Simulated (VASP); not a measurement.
Output of a VASP run:

OSZICAR:
```
       N       E                     dE             d eps       ncg     rms          rms(c)
DAV:   1     0.122581606697E+03    0.12258E+03   -0.77734E+03  2400   0.134E+03
DAV:   2     0.792133853925E+00   -0.12179E+03   -0.11910E+03  2538   0.448E+02
DAV:   3    -0.267867445510E+01   -0.34708E+01   -0.33323E+01  3568   0.720E+01
DAV:   4    -0.274917554831E+01   -0.70501E-01   -0.70056E-01  3076   0.863E+00
DAV:   5    -0.275082172430E+01   -0.16462E-02   -0.16456E-02  3124   0.116E+00    0.179E+01
DAV:   6    -0.187781755287E+02   -0.16027E+02   -0.47689E+01  4044   0.758E+01    0.576E+00
DAV:   7    -0.188498524737E+02   -0.71677E-01   -0.79262E-01  2686   0.119E+01    0.370E+00
DAV:   8    -0.186756774682E+02    0.17418E+00   -0.41501E-01  3216   0.676E+00    0.509E-01
DAV:   9    -0.189037037742E+02   -0.22803E+00   -0.11359E-01  2554   0.471E+00    0.613E-01
DAV:  10    -0.189023047821E+02    0.13990E-02   -0.82071E-03  3492   0.147E+00    0.311E-01
DAV:  11    -0.188998438433E+02    0.24609E-02   -0.27326E-03  3810   0.552E-01    0.996E-02
DAV:  12    -0.189030444320E+02   -0.32006E-02   -0.19454E-03  2828   0.586E-01    0.693E-02
DAV:  13    -0.189032795517E+02   -0.23512E-03   -0.19461E-04  2642   0.192E-01    0.288E-02
DAV:  14    -0.189032552717E+02    0.24280E-04   -0.13531E-05  3864   0.460E-02    0.168E-02
DAV:  15    -0.189032811163E+02   -0.25845E-04   -0.17187E-05  2780   0.415E-02    0.238E-03
DAV:  16    -0.189032858295E+02   -0.47132E-05   -0.21354E-06  3276   0.135E-02    0.262E-03
DAV:  17    -0.189032851044E+02    0.72510E-06   -0.12358E-07  1904   0.468E-03    0.139E-03
DAV:  18    -0.189032853612E+02   -0.25675E-06   -0.42420E-08  1324   0.280E-03    0.723E-04
DAV:  19    -0.189032848777E+02    0.48350E-06   -0.23748E-08  1306   0.250E-03    0.329E-04
DAV:  20    -0.189032850265E+02   -0.14880E-06   -0.88561E-09  1288   0.138E-03    0.914E-05
DAV:  21    -0.189032849928E+02    0.33618E-07   -0.37818E-09  1284   0.118E-03
   1 F= -.18903285E+02 E0= -.18903112E+02  d E =-.518581E-03
```

**OUTCAR**
```
------------------------ aborting loop because EDIFF is reached ----------------------------------------
  FORCE on cell =-STRESS in cart. coord.  units (eV):
  Direction    XX          YY          ZZ          XY          YZ          ZX
  --------------------------------------------------------------------------------------
  Total        0.6487184      0.6487184      0.6487184      0.0000000      0.0000000     -0.0000000
  in kB       59.8373956     59.8373956     59.8373956      0.0000000      0.0000000     -0.0000000
  external PRESSURE =      59.8373956 kB  Pullay stress =       0.0000000 kB
  volume of cell :       17.37
      direct lattice vectors                 reciprocal lattice vectors
    -1.631466084  1.631466084  1.631466084     0.000000000  0.306472813  0.306472813
     1.631466084 -1.631466084  1.631466084     0.306472813  0.000000000  0.306472813
     1.631466084  1.631466084 -1.631466084     0.306472813  0.306472813  0.000000000
 POSITION                                       TOTAL-FORCE (eV/Angst)
 -----------------------------------------------------------------------------------
      0.00000      0.00000      0.00000         0.000000      0.000000      0.000000
 -----------------------------------------------------------------------------------
    total drift:                               -0.000000     -0.000000     -0.000000
  FREE ENERGIE OF THE ION-ELECTRON SYSTEM (eV)
  ---------------------------------------------------
  free  energy   TOTEN  =       -18.9032849928 eV

  energy  without entropy=      -18.9027664123  energy(sigma->0) =      -18.90311213
```
(Selected blocks of OUTCAR.)

File POSCAR:
```
Nb
1
   -1.6314660837     1.6314660837     1.6314660837
    1.6314660837    -1.6314660837     1.6314660837
    1.6314660837     1.6314660837    -1.6314660837
Nb
1
Direct
  0.0000000000   0.0000000000   0.0000000000
```

Write an INCAR and KPOINTS that could have produced this output.

This is not unique; one that fits is the input of the run itself, TPSS meta-GGA, plane waves, VASP's PBE PAW potentials (set 64).

**KPOINTS**
```
Automatic mesh
0
Gamma
15 15 15
0 0 0
```

INCAR:
```
EDIFF=1E-7   # SCF stop (eV)
LWAVE=.FALSE.
LASPH=.TRUE.
SYSTEM=Nb
METAGGA=TPSS
PREC=Accurate
LCHARG=.FALSE.
NELM=100   # most electronic steps
ENCUT=520
ISMEAR=1   # Methfessel-Paxton
LMAXMIX=4   # l cut-off of mixed one-centre charges
ISIF=2
SIGMA=0.1   # width (eV)
LREAL=.FALSE.
LMIXTAU=.TRUE.
ALGO=Normal   # blocked Davidson
```

POTCAR, in this order: Nb_sv (PBE.64 set). Program: vasp_std.

The compound is Nb in the bcc structure. This cell is one point of a volume scan, at 0.97 of the reference volume.
